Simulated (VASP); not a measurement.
Write the native input for VASP 6.6.1 that does the following.

```yaml
Task: band structure
Functional: PBEsol
Potentials_or_basis: VASP PAW PBE potentials, release 64 (Mo_sv, Os)
Cutoff: 520 eV
k_mesh: 6 × 6 × 1
Occupations: gaussian, width 0.02 eV
Spin: no spin polarisation
Dipole_correction: yes
Further_INCAR_settings: ALGO = Fast; EDIFF = 1e-06; NBANDS = 18
```

MoOs, a sheet with vacuum:

```
CELL_PARAMETERS angstrom
3.44152 0.00000 0.00000
0.00000 3.44152 0.00000
0.00000 0.00000 23.80000
ATOMIC_POSITIONS crystal
Mo 0.50000 0.50000 0.29412
Os 0.00000 0.00000 0.29412
```

The cell was built by a generator and needn't be a form met in nature.

The input as run:

POSCAR

```
MoOs
1.0
    3.4415200000      0.0000000000      0.0000000000
    0.0000000000      3.4415200000      0.0000000000
    0.0000000000      0.0000000000     23.8000000000
Mo Os
1 1
Direct
    0.5000000000      0.5000000000      0.2941200000
    0.0000000000      0.0000000000      0.2941200000
```

INCAR.step1

```
SYSTEM = MoOs
ALGO = Fast
DIPOL = 0.5 0.5 0.294
EDIFF = 1E-6
ENCUT = 520
GGA = PS
IDIPOL = 3
ISIF = 2
ISMEAR = 0
LASPH = .True.
LCHARG = .True.
LDIPOL = .True.
LMAXMIX = 4
LREAL = .False.
LWAVE = .False.
NBANDS = 18
NELM = 60
NELMIN = 8
PREC = Accurate
SIGMA = 0.02
```

KPOINTS.step1

```
k-points
0
Gamma
  6 6 1
  0 0 0
```

INCAR.step2

```
SYSTEM = MoOs
ALGO = Fast
DIPOL = 0.5 0.5 0.294
EDIFF = 1E-6
ENCUT = 520
GGA = PS
ICHARG = 11
IDIPOL = 3
ISIF = 2
ISMEAR = 0
LASPH = .True.
LCHARG = .False.
LDIPOL = .True.
LMAXMIX = 4
LREAL = .False.
LWAVE = .False.
NBANDS = 18
NELM = 60
NELMIN = 8
PREC = Accurate
SIGMA = 0.05
```

KPOINTS.step2

```
path GXMGZRAZ,XR,MA
20
line-mode
reciprocal
 0.0000000000  0.0000000000  0.0000000000  G
 0.0000000000  0.5000000000  0.0000000000  X

 0.0000000000  0.5000000000  0.0000000000  X
 0.5000000000  0.5000000000  0.0000000000  M

 0.5000000000  0.5000000000  0.0000000000  M
 0.0000000000  0.0000000000  0.0000000000  G

 0.0000000000  0.0000000000  0.0000000000  G
 0.0000000000  0.0000000000  0.5000000000  Z

 0.0000000000  0.0000000000  0.5000000000  Z
 0.0000000000  0.5000000000  0.5000000000  R

 0.0000000000  0.5000000000  0.5000000000  R
 0.5000000000  0.5000000000  0.5000000000  A

 0.5000000000  0.5000000000  0.5000000000  A
 0.0000000000  0.0000000000  0.5000000000  Z

 0.0000000000  0.5000000000  0.0000000000  X
 0.0000000000  0.5000000000  0.5000000000  R

 0.5000000000  0.5000000000  0.0000000000  M
 0.5000000000  0.5000000000  0.5000000000  A
```

Potentials or basis: VASP PAW PBE potentials, release 64 (Mo_sv, Os).

Run with:

```sh
$ cat potpaw_PBE.64/Mo_sv/POTCAR potpaw_PBE.64/Os/POTCAR > POTCAR
$ cp INCAR.step1 INCAR
$ cp KPOINTS.step1 KPOINTS
$ mpirun -np 1 vasp_std > vasp.out
$ cp INCAR.step2 INCAR
$ cp KPOINTS.step2 KPOINTS
$ mpirun -np 1 vasp_std > vasp.out
```

Results of the run:

The band gap along the path is none (metal or under the smearing width).

Caveat: the log is that of the step along the path at fixed density, whose energy, stress, charges and moments have no meaning; spin-orbit coupling is left out, which moves the levels of the heavy elements.

It took 8 min on 1 thread of AMD EPYC 9R14 (Zen 4), with other jobs on the host, peak memory 1.1 GiB.
